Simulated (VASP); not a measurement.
OSZICAR of a VASP run on ZnS (zinc blende):

### OSZICAR
```
       N       E                     dE             d eps       ncg     rms          rms(c)
DAV:   1     0.743876521876E+02    0.74388E+02   -0.96198E+03   910   0.176E+03
DAV:   2    -0.154874652618E+02   -0.89875E+02   -0.86496E+02   965   0.292E+02
DAV:   3    -0.212750467461E+02   -0.57876E+01   -0.57608E+01  1145   0.760E+01
DAV:   4    -0.213451498314E+02   -0.70103E-01   -0.70080E-01  1055   0.882E+00
DAV:   5    -0.213461451620E+02   -0.99533E-03   -0.99532E-03  1100   0.106E+00    0.798E+00
DAV:   6    -0.199048686070E+02    0.14413E+01   -0.47025E+00  1030   0.511E+01    0.421E+00
DAV:   7    -0.198715734750E+02    0.33295E-01   -0.68134E-01  1284   0.102E+01    0.283E+00
DAV:   8    -0.198852458768E+02   -0.13672E-01   -0.29786E-01   915   0.985E+00    0.137E+00
DAV:   9    -0.199249476966E+02   -0.39702E-01   -0.30080E+03   910   0.826E+04    0.642E-01
DAV:  10    -0.199335413806E+02   -0.85937E-02   -0.34926E-01   910   0.866E+00    0.267E-01
DAV:  11    -0.199397223119E+02   -0.61809E-02   -0.67964E-03  1068   0.110E+00    0.151E-01
DAV:  12    -0.199347843732E+02    0.49379E-02   -0.23373E-03   918   0.109E+00    0.117E-01
DAV:  13    -0.199390063613E+02   -0.42220E-02   -0.39571E-03   918   0.105E+00    0.467E-02
DAV:  14    -0.199398526164E+02   -0.84626E-03   -0.44252E-04  1050   0.276E-01    0.185E-02
DAV:  15    -0.199398899810E+02   -0.37365E-04   -0.62398E-05  1225   0.124E-01    0.317E-02
DAV:  16    -0.199399463818E+02   -0.56401E-04   -0.72586E-05   910   0.954E-02    0.258E-02
DAV:  17    -0.199399517692E+02   -0.53874E-05   -0.11851E-05  1070   0.522E-02    0.230E-02
DAV:  18    -0.199399530797E+02   -0.13105E-05   -0.68843E-06   950   0.272E-02    0.100E-02
DAV:  19    -0.199399552275E+02   -0.21478E-05   -0.64407E-07   995   0.120E-02    0.474E-03
DAV:  20    -0.199399553048E+02   -0.77365E-07   -0.86108E-08   675   0.375E-03
   1 F= -.19939955E+02 E0= -.19939955E+02  d E =0.000000E+00
       N       E                     dE             ncg
       N       E                     dE             ncg
```

### Question
Which electronic solver shows in the log?

### Answer
It is blocked Davidson (ALGO = Normal, or the opening steps of other solvers). The INCAR had ALGO = Normal.

### Question
Can the final energy be trusted as converged?

### Answer
The calculation finished and met its thresholds. It stopped with EDIFF = 1E-7, NELM = 100 (TPSS meta-GGA, plane waves, VASP's PBE PAW potentials (set 64)).

The compound is ZnS in the zinc blende structure. It was relaxed first.
